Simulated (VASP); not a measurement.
Wanted: the native input for a VASP 6.6.1 run.

```yaml
Task: single point
Functional: PBE
Potentials_or_basis: VASP PAW PBE potentials, release 64 (Zn, H)
Cutoff: 520 eV
k_mesh: 10 × 10 × 10
Occupations: fermi-dirac, width 0.05 eV
Spin: no spin polarisation
Further_INCAR_settings: ALGO = Normal; EDIFF = 1e-07; NBANDS = 14
```

The structure of ZnH lies in POSCAR:

```
ZnH
1.0
    0.0000000000      2.3347076100      2.3347076100
    2.3347076100      0.0000000000      2.3347076100
    2.3347076100      2.3347076100      0.0000000000
Zn H
1 1
Direct
    0.0000000000      0.0000000000      0.0000000000
    0.2500000000      0.2500000000      0.2500000000
```

The cell was built by a generator and needn't be a form met in nature.

The input as run:

INCAR

```
PREC = Accurate
ENCUT = 520
EDIFF = 1E-7
ISMEAR = -1
SIGMA = 0.05
LREAL = False
LASPH = True
NELM = 60
ALGO = Normal
ISIF = 2
LWAVE = False
LCHARG = False
GGA = PE
NBANDS = 14
```

KPOINTS

```
Automatic mesh
0
Gamma
  10 10 10
```

Potentials or basis: VASP PAW PBE potentials, release 64 (Zn, H).

Launch:

```sh
$ cat potpaw_PBE.64/Zn/POTCAR potpaw_PBE.64/H/POTCAR > POTCAR
$ mpirun -np 1 vasp_std > vasp.out
```

It gave:

The pressure is -5.3 GPa. The band gap on the k mesh is none (metal or under the smearing width).

It took 25 s on 1 thread of AMD EPYC 7R43 64-Core Processor (Zen 3) (shared host), peak memory 0.13 GiB.
